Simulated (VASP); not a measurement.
An input for Quantum ESPRESSO's pw.x (written as the equivalent of a VASP run, and not itself run):

```
&CONTROL
  calculation = 'vc-relax'
  pseudo_dir = './pseudo'
  outdir = './out'
  tprnfor = .true.
  tstress = .true.
  nstep = 40
  forc_conv_thr = 0.00078
/
&SYSTEM
  ibrav = 0
  nat = 4
  ntyp = 2
  ecutwfc = 66
  occupations = 'smearing'
  smearing = 'methfessel-paxton'
  degauss = 0.00735
  input_dft = 'pbesol'
/
&ELECTRONS
  conv_thr = 7.3e-08
  electron_maxstep = 100
/
&IONS
/
&CELL
  press = 200
/
ATOMIC_SPECIES
  Hg 200.592 Hg.upf
  S 32.060 S.upf
CELL_PARAMETERS angstrom
     3.8886853    0.0000000   -0.0000000
    -1.9443426    3.3676999   -0.0000000
     0.0000000    0.0000000    6.3641342
ATOMIC_POSITIONS crystal
  Hg   0.3333330  0.6666670  0.0002024
  Hg   0.6666670  0.3333330  0.5002024
  S    0.3333330  0.6666670  0.3747976
  S    0.6666670  0.3333330  0.8747976
K_POINTS automatic
  9 9 5 0 0 0
```

### Question
Translate this input to VASP (INCAR, KPOINTS, POSCAR, choice of POTCAR).

### Answer
This is not unique; one that fits is 
POSCAR:
```
HgS
1.0
  3.8886852807   0.0000000000   0.0000000000
 -1.9443426402   3.3676999277   0.0000000000
  0.0000000000   0.0000000000   6.3641341590
Hg S
2 2
Cart
 -0.0000019442   2.2451344077   0.0012881249
  1.9443445847   1.1225655200   3.1833552044
 -0.0000019442   2.2451344077   2.3852621847
  1.9443445847   1.1225655200   5.5673292642
```

KPOINTS:
```
K-points
0
G
  9 9 5
0 0 0
```

### INCAR
```
NSW = 40   # most ionic steps
ISIF = 3   # ions, shape and volume
ENCUT = 500   # plane-wave cut-off (eV)
LCHARG = .FALSE.
GGA = PS
EDIFFG = -0.02   # ionic stop
LWAVE = .FALSE.
ISMEAR = 1
IBRION = 2
ALGO = Normal
EDIFF = 1E-6   # SCF stop (eV)
NELM = 100
SYSTEM = HgS
PREC = Accurate
LREAL = .FALSE.   # projection in real space or not
SIGMA = 0.1
LASPH = .TRUE.
PSTRESS = 200   # kbar
LMAXMIX = 6   # l cut-off of mixed one-centre charges
```

POTCAR, in this order: Hg S (PBE.64 set). Program: vasp_std.

The two are equivalent in intent, not identical: the potentials are each code's own (VASP's PAW set, PseudoDojo norm-conserving files in pw.x), so ENCUT and ecutwfc are chosen apart and not converted; conv_thr bounds pw.x's estimated SCF error, while EDIFF bounds the energy change between steps; forc_conv_thr acts on force components and is met together with etot_conv_thr.

The structure was generated: HgS was put into the wurtzite type (P6_3mc), which need not be its known phase. It was relaxed first under an external pressure of 20 GPa.
